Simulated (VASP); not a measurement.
Data:

```yaml
crystal:
  lattice:
    - [-1.58925, 1.58925, 3.89834]
    - [1.58925, -1.58925, 3.89834]
    - [1.58925, 1.58925, -3.89834]
  atoms:
    - { symbol: Si, position: [0.66550, 0.66550, 0.00000] }
    - { symbol: Si, position: [0.33450, 0.33450, 0.00000] }
    - { symbol: Mo, position: [0.00000, 0.00000, 0.00000] }
```

Calculation: PBE GGA with D3 dispersion (Becke-Johnson damping), VASP's PBE PAW potentials (set 64) (plane waves; VASP). Settings: 520 eV cut-off, Gaussian smearing of 0.050 eV, potentials Si Mo_sv.

Question: Give the energies of bands 6 to 14 at the high-symmetry points, in eV from the Fermi level.

Answer: 
```csv
band,Γ,X,P,N,M,S,R
6,-6.50,-6.83,-6.39,-9.59,-10.19,-9.04,-7.93
7,-3.40,-5.75,-6.39,-5.02,-3.63,-6.90,-5.63
8,-3.13,-5.21,-6.23,-4.54,-2.27,-2.85,-4.53
9,-2.68,-4.53,-2.76,-2.65,-0.59,-2.51,-3.84
10,-2.68,-3.14,-2.10,-2.61,-0.59,-2.33,-3.01
11,0.40,-1.18,-2.10,-0.53,-0.48,-0.42,-1.78
12,3.10,2.40,0.34,2.35,-0.48,1.56,1.83
13,3.27,2.83,2.40,3.13,0.54,3.05,2.07
14,3.62,3.19,4.07,4.23,4.79,3.67,2.70
```

It has no gap at this level: it comes out as a metal or semimetal.

The compound is MoSi2 in the MoSi2 type structure. It was relaxed first.
